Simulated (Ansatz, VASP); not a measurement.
# Te2Mo in two plane-wave programs

One calculation is typed for both programs; each brings its own data sets. How far apart do they land? The cell is taken from a series of runs on this material, whose earlier steps may have relaxed, scaled, displaced or heated it; both programs get it as it stands.

Program: Ansatz 0.2.0. Level of theory: plane waves, with VASP 6.6.1 beside it; PBE. Results are calculated unless marked as measured.

**1. The structure**

It takes space group P6_3/mmc (No. 194, hexagonal). Conventional cell: a = 3.465 Å, b = 3.465 Å, c = 13.764 Å, α = 90.00°, β = 90.00°, γ = 120.00°. Nearest to Te lie 3 Mo at 2.71 Å. Nearest to Mo lie 6 Te at 2.71 Å. Farther neighbours and most contacts between anions are not listed.

**2. VASP: single point, PBE, pair 1**

With cell and atoms fixed, the geometry can't cause a difference; cores, projectors, grids and the points listed under the comparison can.

Lines of VASP's logs that name or quote its potential files are left out, and so is its time.

INCAR

```
SYSTEM = Te2Mo
PREC = Accurate
ENCUT = 400
EDIFF = 1E-06
NELM = 120
ISMEAR = -1
SIGMA = 0.02
LREAL = .FALSE.
ALGO = Normal
GGA = PE
NBANDS = 32
LASPH = .TRUE.
LORBIT = 11
LWAVE = .FALSE.
LCHARG = .FALSE.
ISIF = 2
GGA_COMPAT = .FALSE.
EFERMI = MIDGAP
KPAR = 2
```

POSCAR

```
Te2Mo
1.0
    3.4654270000      0.0000000000      0.0000000000
   -1.7327135000      3.0011478170      0.0000000000
    0.0000000000      0.0000000000     13.7639960000
Te Mo
4 2
Direct
    0.3333333334      0.6666666668      0.6170472816
    0.6666666668      0.3333333334      0.1170472816
    0.3333333334      0.6666666668      0.8829527184
    0.6666666668      0.3333333334      0.3829527184
    0.3333333334      0.6666666668      0.2500000000
    0.6666666668      0.3333333334      0.7500000000
```

KPOINTS

```
Automatic mesh
0
Gamma
12 12 2
0 0 0
```

Potentials, in the order of the species: Te and Mo_sv (PBE family, release 64).

Launch:

```bash
$ mpirun -np 2 vasp_std
```

Numbers of over 12 decimals in the logs are rounded to 6 here.

The program printed:

```text
[banner, memory and clock lines left out]
running    2 mpi-ranks, on    1 nodes
 distrk:  each k-point on    1 cores,    2 groups
 distr:  one band on    1 cores,    1 groups

 POSCAR found type information on POSCAR TeMo
 POSCAR found :  2 types and       6 ions
 LDA part: xc-table for (Slater+PW92), standard interpolation
 POSCAR, INCAR and KPOINTS ok, starting setup
 FFT: planning ... GRIDC
 FFT: planning ... GRID_SOFT
 FFT: planning ... GRID
 WAVECAR not read
 entering main loop
       N       E                     dE             d eps       ncg     rms          rms(c)
DAV:   1     0.339953695324E+03    0.33995E+03   -0.24306E+04  2960   0.119E+03
DAV:   2    -0.185416735903E+02   -0.35850E+03   -0.34994E+03  3056   0.310E+02
DAV:   3    -0.366610535031E+02   -0.18119E+02   -0.17856E+02  3072   0.597E+01
DAV:   4    -0.370810917666E+02   -0.42004E+00   -0.41869E+00  2960   0.909E+00
DAV:   5    -0.370927242766E+02   -0.11633E-01   -0.11628E-01  3184   0.152E+00    0.225E+01
DAV:   6    -0.362807232416E+02    0.81200E+00   -0.68787E+00  2824   0.135E+01    0.895E+00
DAV:   7    -0.362760805877E+02    0.46427E-02   -0.68904E+00  2624   0.107E+01    0.618E+00
DAV:   8    -0.358494072215E+02    0.42667E+00   -0.16656E+00  2864   0.599E+00    0.323E+00
DAV:   9    -0.358549055472E+02   -0.54983E-02   -0.21964E-01  3160   0.210E+00    0.137E+00
DAV:  10    -0.358482560962E+02    0.66495E-02   -0.44622E-02  2968   0.111E+00    0.369E-01
DAV:  11    -0.358485161299E+02   -0.26003E-03   -0.25389E-03  3048   0.243E-01    0.298E-01
DAV:  12    -0.358484286608E+02    0.87469E-04   -0.40637E-04  2920   0.883E-02    0.177E-01
DAV:  13    -0.358483871223E+02    0.41538E-04   -0.12074E-04  3000   0.588E-02    0.970E-02
DAV:  14    -0.358483861717E+02    0.95063E-06   -0.13658E-05  2792   0.147E-02    0.592E-02
DAV:  15    -0.358483849192E+02    0.12525E-05   -0.16573E-06  1960   0.638E-03    0.346E-02
DAV:  16    -0.358483832910E+02    0.16283E-05   -0.32911E-06  2112   0.842E-03    0.137E-02
DAV:  17    -0.358483830694E+02    0.22159E-06   -0.44415E-07  1560   0.318E-03
   1 F= -.35848383E+02 E0= -.35848383E+02  d E =-.138138E-08
```

From OUTCAR (step 2):

```text
ion  position               nearest neighbor table
   1  0.333  0.667  0.617-   6 2.71   6 2.71   6 2.71   3 3.66
   2  0.667  0.333  0.117-   5 2.71   5 2.71   5 2.71   4 3.66
   3  0.333  0.667  0.883-   6 2.71   6 2.71   6 2.71   1 3.66
   4  0.667  0.333  0.383-   5 2.71   5 2.71   5 2.71   2 3.66
   5  0.333  0.667  0.250-   2 2.71   4 2.71   2 2.71   4 2.71   2 2.71   4 2.71
   6  0.667  0.333  0.750-   1 2.71   3 2.71   1 2.71   3 2.71   1 2.71   3 2.71

  LATTYP: Found a hexagonal cell.
 ALAT       =     3.4654270000
 C/A-ratio  =     3.9718037633

 Subroutine GETGRP returns: Found 24 space group operations
 (whereof 12 operations were pure point group operations)

The static configuration has the point symmetry D_3d.
 The point group associated with its full space group is D_6h.

 Found     38 irreducible k-points:

   k-points           NKPTS =     38   k-points in BZ     NKDIM =     38   number of bands    NBANDS=     32

   dimension x,y,z NGX =    24 NGY =   24 NGZ =   90
   dimension x,y,z NGXF=    48 NGYF=   48 NGZF=  180

   ENCUT  =  400.0 eV  29.40 Ry    5.42 a.u.   5.65  5.65 22.45*2*pi/ulx,y,z

   NELECT =      52.0000    total number of electrons

 k-points in reciprocal lattice and weights: Automatic mesh
   0.00000000  0.00000000  0.00000000       0.003
   0.08333333 -0.00000000  0.00000000       0.021
   0.16666667 -0.00000000  0.00000000       0.021
   0.25000000 -0.00000000  0.00000000       0.021
   0.33333333 -0.00000000  0.00000000       0.021
   0.41666667 -0.00000000  0.00000000       0.021
   0.50000000 -0.00000000  0.00000000       0.010
   0.08333333  0.08333333  0.00000000       0.021
   0.16666667  0.08333333  0.00000000       0.042
[...]
0.33333333  0.25000000  0.50000000       0.042
   0.33333333  0.33333333  0.50000000       0.007

 average (electrostatic) potential at core
       1 -85.5969       2 -85.5969       3 -85.5969       4 -85.5969       5 -72.7632
       6 -72.7632

 E-fermi :   9.0743

 k-point     1 :       0.0000    0.0000    0.0000
  band No.  band energies     occupation
    ...
     22       7.8095      2.00000
     23       7.8543      2.00000
     24       7.8543      2.00000
     25       8.5059      2.00000
     26       8.7316      2.00000
     27      11.7873      0.00000
     28      11.7873      0.00000
     29      11.9700      0.00000
     30      11.9700      0.00000
     31      11.9791      0.00000
    ...

 k-point     2 :       0.0833   -0.0000    0.0000
  band No.  band energies     occupation
    ...
     22       7.6695      2.00000
     23       7.7243      2.00000
     24       7.8114      2.00000
     25       8.6318      2.00000
     26       8.7081      2.00000
     27      11.3901      0.00000
     28      11.4955      0.00000
     29      11.5595      0.00000
     30      11.7103      0.00000
     31      11.7238      0.00000
    ...

 k-point     3 :       0.1667   -0.0000    0.0000
  band No.  band energies     occupation
    ...
     22       7.4039      2.00000
     23       7.5590      2.00000
     24       7.6221      2.00000
     25       8.2767      2.00000
     26       8.5042      2.00000
     27      10.6109      0.00000
     28      10.8530      0.00000
     29      10.9269      0.00000
     30      11.1857      0.00000
     31      11.1883      0.00000
    ...

  Total        4.4422609      4.4422609      3.1907823      0.0000000      0.0000000      0.0000000
  in kB       49.7194097     49.7194097     35.7124031      0.0000000      0.0000000      0.0000000
  external PRESSURE =      45.0504075 kB  Pullay stress =       0.0000000 kB

  energy-cutoff  :      400.00
  volume of cell :      143.15
      direct lattice vectors                 reciprocal lattice vectors
     3.465427000  0.000000000  0.000000000     0.288564728  0.166602923  0.000000000
    -1.732713500  3.001147817  0.000000000     0.000000000  0.333205847  0.000000000
     0.000000000  0.000000000 13.763996000     0.000000000  0.000000000  0.072653320

 POSITION                                       TOTAL-FORCE (eV/Angst)
 -----------------------------------------------------------------------------------
      0.00000      2.00077      8.49304         0.000000      0.000000     -0.015380
      1.73271      1.00038      1.61104         0.000000      0.000000     -0.015380
      0.00000      2.00077     12.15296         0.000000      0.000000      0.015380
      1.73271      1.00038      5.27096        -0.000000     -0.000000      0.015380
      0.00000      2.00077      3.44100         0.000000     -0.000000      0.000000
      1.73271      1.00038     10.32300        -0.000000     -0.000000      0.000000
 -----------------------------------------------------------------------------------
    total drift:                               -0.000000     -0.000001      0.000000

  FREE ENERGIE OF THE ION-ELECTRON SYSTEM (eV)
  ---------------------------------------------------
  free  energy   TOTEN  =       -35.8483830694 eV

  energy  without entropy=      -35.8483830680  energy(sigma->0) =      -35.84838307

 total charge
# of ion       s       p       d       tot
------------------------------------------
    1        1.388   1.980   0.068   3.436
    2        1.388   1.980   0.068   3.436
    3        1.388   1.980   0.068   3.436
    4        1.388   1.980   0.068   3.436
    5        2.256   6.151   4.004  12.411
    6        2.256   6.151   4.004  12.411
--------------------------------------------------
tot         10.063  20.224   8.281  38.568

[... 3 further parts left out ...]
```

The run ends at a pressure of 4.51 GPa, with forces up to 0.015 eV/Å.

**3. Ansatz: single point, PBE, pair 1**

Ansatz runs on its PAW soft_1 files.

The same cell, functional, mesh and smearing now go to Ansatz, which takes its cutoff from its data sets.

input.yaml

```yaml
crystal:
  lattice:
    - [3.465427, 0.0, 0.0]
    - [-1.7327135, 3.001147817, 0.0]
    - [0.0, 0.0, 13.763996]
  atoms:
    - { symbol: Te, position: [0.3333333333, 0.6666666667, 0.6170472816] }
    - { symbol: Te, position: [0.6666666667, 0.3333333333, 0.1170472816] }
    - { symbol: Te, position: [0.3333333333, 0.6666666667, 0.8829527184] }
    - { symbol: Te, position: [0.6666666667, 0.3333333333, 0.3829527184] }
    - { symbol: Mo, position: [0.3333333333, 0.6666666667, 0.25] }
    - { symbol: Mo, position: [0.6666666667, 0.3333333333, 0.75] }
kpoints:
  mp_grid: { grid: [12, 12, 2] }
  band_path:
    path:
      - [0.0, 0.0, 0.0]
      - [0.5, 0.0, 0.0]
      - [0.33333333, 0.33333333, 0.0]
      - [0.0, 0.0, 0.5]
      - [0.5, 0.0, 0.5]
      - [0.33333333, 0.33333333, 0.5]
      - [0.199999998, 0.199999998, 0.0]
    npoints: 1
hamiltonian:
  xc: pbe
  pseudopotentials: { kind: paw, azcp: { folder: soft_1 } }
scf:
  occupations: { method: fermi_dirac, width: 0.02 }
  n_extra_bands: 6
output:
  eigenvalues: true
  write_density: true
  write_potential: true
  elf: true
  volumetric_format: npy
```

Launch:

```bash
$ ansatz run input.yaml --threads 4 --pin off --max-ram 138240MiB --backend cuda --events-out ev --progress --plain --runs-dir out --devices 1 --max-vram 26GiB
```

The program printed:

```text
scf.n_extra_bands = 6 over 46 filled bands (N_el = 92.0): the run solves 52 bands
GPUs: using 1 of 1 available (devices: 1).
Engine: ansatz 0.2.0, x86_64-unknown-linux-gnu
Pseudopotentials: kind: paw
Pseudopotential: Te, paw, valence charge 16, recommended cutoff 420 eV (normal), soft_1/Te.paw.azcp
Pseudopotential: Mo, paw, valence charge 14, recommended cutoff 420 eV (normal), soft_1/Mo.paw.azcp
Functional definition: PBE
  parameter kappa = 0.804
  parameter beta = 0.066725
  exchange = pbe_x(kappa = kappa, mu = beta*pi^2/3)
  correlation = pbe_c(beta = beta)
device memory: the entry about to start is reckoned to put 4.4 GiB on a device that reports 60.3 GiB free (of which the cap on the GPU budget leaves the run 26.0 GiB)
GPU FFT provider: cuFFT
GPU libraries: cuBLAS 13.8.2, cuFFT 12.4.0, cuSOLVER 12.3.4
Crystal: 6 atoms, lattice volume = 143.149 Å³
Basis set: ecut = 420 eV, 2777 PW (Γ)
Bands: 52, of which v1, the nominal top of the filled ones, is band 46 counted from 1 (45 counted from 0)
Symmetry: 24 space group operations
Space group: P63/mmc (ITA 194), of the structure as read, at distance tolerance 5.2e-5 Å
k-points: 38 of 288
Non-local potential: Te, projectors of the file, l = 0: 2, l = 1: 2, l = 2: 2, l = 3: 1
Non-local potential: Mo, projectors of the file, l = 0: 3, l = 1: 2, l = 2: 2, l = 3: 1
PAW form: soft (Blöchl's): semilocal exchange-correlation on the pseudo side does not see the compensation charge
PAW one-centre angular grid: Te, 590 points (default); XC on 64 Gauss nodes
PAW one-centre angular grid: Mo, 590 points (default); XC on 64 Gauss nodes
Initial density: superposition of atomic densities (chi_scale 0.1, normalization cell, long waves kept (reshape's long-wave potential 0.01 eV rms))
Initial wavefunctions: pseudopotential atomic-orbital guess
GPU buffer pool allocated for 55296 grid points (all kernels)
GPU transforms: local potential and band sums: pruned to the plane-wave sphere, on 24×24×96
Functional: x = pbe(κ = 0.804, μ = 0.219515), c = pbe(β = 0.066725)
SCF iter   1: F=—  HF=-37835.102224 eV  |F-HF|=—  |Δ(HF+E_count)|=         —  Δρ=5.44e-2  dr2=5.92e0  ethr=3.10e-3  ⟨swp⟩=6.8  Hψ=7704  notcnv=0
preconditioner: auto → Resta (q_TF=auto, 2.534 Å⁻¹)  ε∞=8.2  [insulator: Δε(μ)=0.675 eV  Ē_g=6.957 eV  σ=0.020 eV  W_gap=1.00  n_scr=52 (ndim 8)  ℏωp=18.6 eV  f_vac=0.002  D(μ)=0.00/eV (n_scr^D=0)  ε∞_Penn≈8.2]
SCF iter   2: F=—  HF=-37834.021145 eV  |F-HF|=—  |Δ(HF+E_count)|=    1.08e0  Δρ=2.67e-2  dr2=1.29e0  ethr=3.10e-3  ⟨swp⟩=2.0  Hψ=2901  notcnv=0  defer=19
SCF iter   3: F=—  HF=-37833.715571 eV  |F-HF|=—  |Δ(HF+E_count)|=   3.06e-1  Δρ=5.12e-3  dr2=6.47e-2  ethr=1.40e-3  ⟨swp⟩=2.4  Hψ=2776  notcnv=0  defer=19
SCF iter   4: F=—  HF=-37833.710486 eV  |F-HF|=—  |Δ(HF+E_count)|=   5.09e-3  Δρ=1.61e-3  dr2=6.42e-3  ethr=7.04e-5  ⟨swp⟩=2.9  Hψ=2965  notcnv=0  defer=19
SCF iter   5: F=—  HF=-37833.710715 eV  |F-HF|=—  |Δ(HF+E_count)|=   2.29e-4  Δρ=7.21e-4  dr2=1.59e-3  ethr=6.98e-6  ⟨swp⟩=2.0  Hψ=3077  notcnv=0  defer=19
SCF iter   6: F=—  HF=-37833.710849 eV  |F-HF|=—  |Δ(HF+E_count)|=   1.34e-4  Δρ=2.75e-4  dr2=2.12e-4  ethr=1.72e-6  ⟨swp⟩=2.0  Hψ=2143  notcnv=0  defer=19
SCF iter   7: F=—  HF=-37833.710446 eV  |F-HF|=—  |Δ(HF+E_count)|=   4.03e-4  Δρ=4.29e-5  dr2=3.89e-6  ethr=2.31e-7  ⟨swp⟩=2.0  Hψ=2359  notcnv=0  defer=19
SCF iter   8: F=—  HF=-37833.710861 eV  |F-HF|=—  |Δ(HF+E_count)|=   4.15e-4  Δρ=7.61e-6  dr2=1.02e-7  ethr=4.22e-9  ⟨swp⟩=2.0  Hψ=2660  notcnv=0  defer=19
SCF iter   9: F=-37833.710861 eV  HF=-37833.710861 eV  |F-HF|=6.26e-10  |Δ(HF+E_count)|=   1.67e-7  Δρ=2.37e-6  dr2=6.84e-9  ethr=1.09e-10  ⟨swp⟩=6.3  Hψ=5106  notcnv=0
SCF 1 converged in 9 iterations: F = -37833.710861 eV  dr2 = 6.84e-9
  greatest PAW one-centre occupation: 0.999 electrons in one spin orbital (limit 2), on the Mo atom at site 5 (counted from 0), in its partial waves of l = 0
device memory: the entry about to start is reckoned to put 3.2 GiB on a device that reports 60.2 GiB free (of which the cap on the GPU budget leaves the run 26.0 GiB)
NSCF: frozen V_eff on 7 k-points
SCF converged after 9 iterations
Free energy (F): -37833.710861 eV
Harris-Foulkes:  -37833.710861 eV  (|F-HF|=6.26e-10)
Internal energy: -37833.710861 eV  (E = F + TS)
E sigma→0 (E₀):  -37833.710861 eV
Fermi energy:    13.580062 eV
--- Per-component energies (eV) ---
  E_band       = -1074.082474
  E_kinetic    = 1539.402070
  E_local      = -8315.896298  (includes V_loc(G=0)·N_el)
  E_nonlocal   = 565.280364
  E_hartree    = 3947.805737
  E_xc         = -844.046381
  E_vxc        = -849.765361  (∫ρ·V_xc dr)
  E_paw        = -25112.324545  (= ΣΔE_a)
  E_vpaw       = -1908.717934  (= ΣTr[D̂ρ^β])
  E_aug_tail   = 0.000468  (compensation charges beyond the density's cutoff)
  E_ewald      = -9613.932276
  E_smearing   = -0.000000  (= −TS)
  E_closure    = -0.000000  (closes the sum)
  Σ components = -37833.710861   (vs F -37833.710861, Δ=0.00e0)
--- Band table (eV; the first three rows and the last of 38) ---
  k-point 0: bands = [... 42 lower, 12.3684, 12.3684, 13.0044, 13.2342, 16.2914, 16.2914, 16.4759, 16.4759, ... 2 higher]
  k-point 1: bands = [... 42 lower, 12.3460, 12.3460, 13.1725, 13.1725, 16.3315, 16.3315, 16.3315, 16.3315, ... 2 higher]
  k-point 2: bands = [... 42 lower, 12.2385, 12.3239, 13.1343, 13.2052, 15.8968, 15.9972, 16.0655, 16.2129, ... 2 higher]
  k-point 37: bands = [... 42 lower, 11.1518, 11.1518, 13.0444, 13.0444, 14.4081, 14.4081, 14.7700, 14.7700, ... 2 higher]
```

The column dr2 measures how far the density is from self-consistency, as an energy; F and HF (Harris–Foulkes) agree once it is small.

**4. Side by side**

Known differences besides the potentials themselves: the data sets hold 92 valence electrons in Ansatz (on its PAW soft_1 files) and 52 in VASP; the cutoff is 420 eV in Ansatz and 400 eV in VASP. Total energies have different zeros and are not compared.

Compared:

| quantity | Ansatz | VASP | difference |
| --- | --- | --- | --- |
| gap on the k mesh (eV) | 0.691 | 0.694 | -0.003 |

A gap on the mesh is an upper bound, since the band edges may lie between its points.

**5. VASP: single point, PBE, pair 2**

A single point takes one fixed geometry, so differences don't come from the geometry; what else differs is listed under the comparison. The cell compared in this pair holds 149.79 Å³, against 143.15 Å³ for the pair before.

INCAR is that of step 2.

POSCAR

```
Te2Mo
1.0
    3.5182000000      0.0000000000      0.0000000000
   -1.7591000000      3.0468505756      0.0000000000
    0.0000000000      0.0000000000     13.9736000000
Te Mo
4 2
Direct
    0.3333333334      0.6666666668      0.6200748717
    0.6666666668      0.3333333334      0.1200748717
    0.3333333334      0.6666666668      0.8799251283
    0.6666666668      0.3333333334      0.3799251283
    0.3333333334      0.6666666668      0.2500000000
    0.6666666668      0.3333333334      0.7500000000
```

KPOINTS is that of step 2.

Launch:

```bash
$ mpirun -np 2 vasp_std
```

The program printed:

```text
[... set-up lines as in an earlier step ...]
 entering main loop
       N       E                     dE             d eps       ncg     rms          rms(c)
DAV:   1     0.328309271729E+03    0.32831E+03   -0.24254E+04  3016   0.118E+03
DAV:   2    -0.188458190608E+02   -0.34716E+03   -0.33816E+03  3040   0.302E+02
DAV:   3    -0.368053116028E+02   -0.17959E+02   -0.17723E+02  3064   0.588E+01
DAV:   4    -0.372520923139E+02   -0.44678E+00   -0.44557E+00  2960   0.934E+00
[...]
DAV:  12    -0.359885579025E+02    0.95158E-04   -0.26556E-04  2872   0.820E-02    0.149E-01
DAV:  13    -0.359885257397E+02    0.32163E-04   -0.12643E-04  3016   0.588E-02    0.617E-02
DAV:  14    -0.359885267371E+02   -0.99741E-06   -0.90575E-06  2736   0.119E-02
   1 F= -.35988527E+02 E0= -.35988527E+02  d E =-.180089E-09
```

From OUTCAR (step 5):

```text
  Total        1.8267181      1.8267181      1.8073262      0.0000000      0.0000000      0.0000000
  in kB       19.5389905     19.5389905     19.3315703      0.0000000      0.0000000      0.0000000
  external PRESSURE =      19.4698504 kB  Pullay stress =       0.0000000 kB

 POSITION                                       TOTAL-FORCE (eV/Angst)
 -----------------------------------------------------------------------------------
      0.00000      2.03123      8.66468         0.000000     -0.000000     -0.005569
      1.75910      1.01562      1.67788         0.000000      0.000000     -0.005569
      0.00000      2.03123     12.29572         0.000000     -0.000000      0.005569
      1.75910      1.01562      5.30892         0.000000      0.000000      0.005569
      0.00000      2.03123      3.49340        -0.000000     -0.000000      0.000000
      1.75910      1.01562     10.48020        -0.000000     -0.000000      0.000000
 -----------------------------------------------------------------------------------
    total drift:                               -0.000000     -0.000001      0.000000

  FREE ENERGIE OF THE ION-ELECTRON SYSTEM (eV)
  ---------------------------------------------------
  free  energy   TOTEN  =       -35.9885267371 eV

  energy  without entropy=      -35.9885267369  energy(sigma->0) =      -35.98852674

[... 1 part as in an earlier step ...]

[... 2 further parts left out ...]
[key lines of the parts left out:]
E-fermi :   8.4944
```

The run ends at a pressure of 1.95 GPa, with forces up to 0.0056 eV/Å.

[end of part 1 of 2]

[Lines on the potential files, build, host, timing and source positions are cut from VASP's logs without a mark.]

[Logs are printed without paths, hosts, clocks, repeated set-up lines and the standing remarks that a program may print on its own settings, such as how far it seeks lower states.]

[Hosts, paths, dates, database ids (printed as entryN), source tags and the programs' standing remarks are cut or masked in the printed files.]
